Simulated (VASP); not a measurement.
Level of theory: PBEsol GGA, VASP's PBE PAW potentials (set 64) (plane waves; VASP).

A VASP calculation is set up with these files.

### POSCAR
```
Hf
1.0
  1.5629114111  -2.7070419350   0.0000000000
  1.5629114111   2.7070419350   0.0000000000
  0.0000000000   0.0000000000   4.9420677081
Hf
2
Cartesian
  1.5629114111   0.9023491164   1.2355169270
  1.5629114111  -0.9023491164   3.7065507811
```

INCAR:
```
ALGO = Normal
EDIFF = 1E-7
EDIFFG = -0.01
ENCUT = 520
GGA = PS
IBRION = 2
ISIF = 4
ISMEAR = 1
LASPH = .TRUE.
LCHARG = .FALSE.
LMAXMIX = 6
LREAL = .FALSE.
LWAVE = .FALSE.
NELM = 100
NSW = 30
PREC = Accurate
SIGMA = 0.1
SYSTEM = Hf
```

### KPOINTS
```
Automatic mesh
0
Gamma
13 13 7
0 0 0
```

POTCAR, in this order: Hf_pv (PBE.64 set). Program: vasp_std.

Output

OSZICAR:
```
       N       E                     dE             d eps       ncg     rms          rms(c)
DAV:   1     0.472603096524E+02    0.47260E+02   -0.11721E+04  2360   0.137E+03
DAV:   2    -0.197375965363E+02   -0.66998E+02   -0.65623E+02  2898   0.273E+02
DAV:   3    -0.216937215712E+02   -0.19561E+01   -0.18984E+01  3176   0.309E+01
DAV:   4    -0.217090830126E+02   -0.15361E-01   -0.15354E-01  2658   0.345E+00
DAV:   5    -0.217092963806E+02   -0.21337E-03   -0.21334E-03  3192   0.334E-01    0.688E+01
DAV:   6    -0.211873350028E+02    0.52196E+00   -0.46432E-01  2520   0.522E+00    0.407E+01
DAV:   7    -0.209992269253E+02    0.18811E+00   -0.77108E-01  2514   0.647E+00    0.202E+00
DAV:   8    -0.209902389517E+02    0.89880E-02   -0.50500E-02  2562   0.175E+00    0.390E-01
DAV:   9    -0.209903389708E+02   -0.10002E-03   -0.11149E-03  3306   0.263E-01    0.216E-01
DAV:  10    -0.209903313863E+02    0.75845E-05   -0.40903E-05  2648   0.535E-02    0.255E-01
DAV:  11    -0.209903318375E+02   -0.45118E-06   -0.47905E-06  3216   0.175E-02    0.286E-02
DAV:  12    -0.209903321577E+02   -0.32021E-06   -0.72700E-07  2660   0.690E-03    0.946E-03
DAV:  13    -0.209903320499E+02    0.10785E-06   -0.30228E-08  1860   0.149E-03    0.312E-03
DAV:  14    -0.209903320056E+02    0.44230E-07   -0.50160E-09  1638   0.666E-04
   1 F= -.20990332E+02 E0= -.20990016E+02  d E =-.209903E+02
       N       E                     dE             d eps       ncg     rms          rms(c)
DAV:   1    -0.209908344966E+02   -0.50245E-03   -0.26145E-02  2388   0.135E+00    0.145E-01
DAV:   2    -0.209905312309E+02    0.30327E-03   -0.42740E-04  3078   0.163E-01    0.642E-02
DAV:   3    -0.209904388947E+02    0.92336E-04   -0.11112E-04  3118   0.744E-02    0.522E-02
DAV:   4    -0.209904260388E+02    0.12856E-04   -0.31993E-05  3266   0.412E-02    0.233E-02
DAV:   5    -0.209904260887E+02   -0.49920E-07   -0.16143E-06  2854   0.952E-03    0.189E-03
DAV:   6    -0.209904260803E+02    0.84785E-08   -0.52687E-08  1674   0.173E-03
   2 F= -.20990426E+02 E0= -.20990113E+02  d E =-.940746E-04
```

**OUTCAR**
```
------------------------ aborting loop because EDIFF is reached ----------------------------------------
  FORCE on cell =-STRESS in cart. coord.  units (eV):
  Direction    XX          YY          ZZ          XY          YZ          ZX
  --------------------------------------------------------------------------------------
  Total        0.9477545      0.9477544      0.9555101      0.0000000      0.0000000      0.0000000
  in kB       36.3110149     36.3110139     36.6081534      0.0000000      0.0000000      0.0000000
  external PRESSURE =      36.4100607 kB  Pullay stress =       0.0000000 kB
  volume of cell :       41.82
      direct lattice vectors                 reciprocal lattice vectors
     1.561606222 -2.704781279  0.000000000     0.320183151 -0.184857831 -0.000000000
     1.561606222  2.704781279  0.000000000     0.320183151  0.184857831  0.000000000
     0.000000000 -0.000000000  4.950332317    -0.000000000  0.000000000  0.202006640
 POSITION                                       TOTAL-FORCE (eV/Angst)
 -----------------------------------------------------------------------------------
      1.56161      0.90160      1.23758        -0.000000     -0.000000      0.000000
      1.56161     -0.90160      3.71275         0.000000      0.000000      0.000000
 -----------------------------------------------------------------------------------
    total drift:                                0.000000      0.000173     -0.000015
  FREE ENERGIE OF THE ION-ELECTRON SYSTEM (eV)
  ---------------------------------------------------
  free  energy   TOTEN  =       -20.9904260803 eV

  energy  without entropy=      -20.9894864655  energy(sigma->0) =      -20.99011288

 reached required accuracy - stopping structural energy minimisation
```
(Selected blocks of OUTCAR.)

CONTCAR:
```
Hf
   1.00000000000000
     1.5616062216315021   -2.7047812789237935    0.0000000000000000
     1.5616062216315021    2.7047812789237935    0.0000000000000000
     0.0000000000000000   -0.0000000000000000    4.9503323174024070
  Hf
     2
Direct
     0.3333330000000032    0.6666669999999968    0.2500000000000000
     0.6666669999999968    0.3333330000000032    0.7500000000000000
```

The compound is Hf in the hcp structure. This cell is one point of a volume scan, at 0.97 of the reference volume. Symmetry was kept, so distortions that lower it aren't found.
